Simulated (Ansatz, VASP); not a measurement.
**Two plane-wave programs on NaY**

INCAR

```
SYSTEM = NaY
PREC = Accurate
ENCUT = 520
EDIFF = 1E-7
ISMEAR = -1
SIGMA = 0.05
LREAL = .False.
LASPH = .True.
NELM = 60
ALGO = Normal
ISIF = 2
LWAVE = .False.
LCHARG = .True.
GGA = PE
LELF = .True.
LVHAR = .True.
NBANDS = 16
```

File KPOINTS:

```
regular mesh
0
Gamma
  7 7 7
  0 0 0
```

The input POSCAR:

```
NaY
1.0
    4.0118800000      0.0000000000      0.0000000000
    0.0000000000      4.0118800000      0.0000000000
    0.0000000000      0.0000000000      4.0118800000
Na Y
1 1
Direct
    0.0000000000      0.0000000000      0.0000000000
    0.5000000000      0.5000000000      0.5000000000
```

The input input.yaml:

```yaml
crystal:
  lattice:
    - [4.01188, 0.0, 0.0]
    - [0.0, 4.01188, 0.0]
    - [0.0, 0.0, 4.01188]
  atoms:
    - { symbol: Na, position: [0.0, 0.0, 0.0] }
    - { symbol: "Y", position: [0.5, 0.5, 0.5] }
hamiltonian:
  xc: pbe
  pseudopotentials: { kind: paw }
kpoints:
  mp_grid: { grid: [7, 7, 7] }
  band_path:
    path:
      - [[0.0, 0.0, 0.0], [0.0, 0.5, 0.0], [0.5, 0.5, 0.0], [0.0, 0.0, 0.0], [0.5, 0.5, 0.5], [0.0, 0.5, 0.0]]
      - [[0.5, 0.5, 0.0], [0.5, 0.5, 0.5]]
    npoints: 14
scf:
  occupations: { method: fermi_dirac, width: 0.05 }
  n_extra_bands: 6
output:
  forces: true
  stress: true
  eigenvalues: true
  fatbands: false
```

The cell was built by a generator and needn't be a form met in nature.

Alike in both runs: functional PBE; k mesh 7 × 7 × 7; occupations fermi-dirac, width 0.05 eV; no spin polarisation.

|  | VASP | Ansatz |
| --- | --- | --- |
| version | VASP 6.6.1 | Ansatz 0.2.0 |
| potentials or method | VASP PAW PBE potentials, release 64 (Na_pv, Y_sv) | Ansatz PAW |
| plane-wave cutoff (eV) | 520 | 420 |
| valence electrons in the cell | 18 | 20 |
| task | single point | band structure |

```csv
,VASP,Ansatz,Ansatz less VASP
gap on the k mesh at the Fermi level (eV),none,none,-
pressure (GPa),0.0,0.0,+0.01
```

A gap of «none» marks a metal or a gap that the smearing closes. With one functional, cell and mesh, what is left measures potentials, basis and numerics. The two sets of potentials don't hold the same shells in valence.
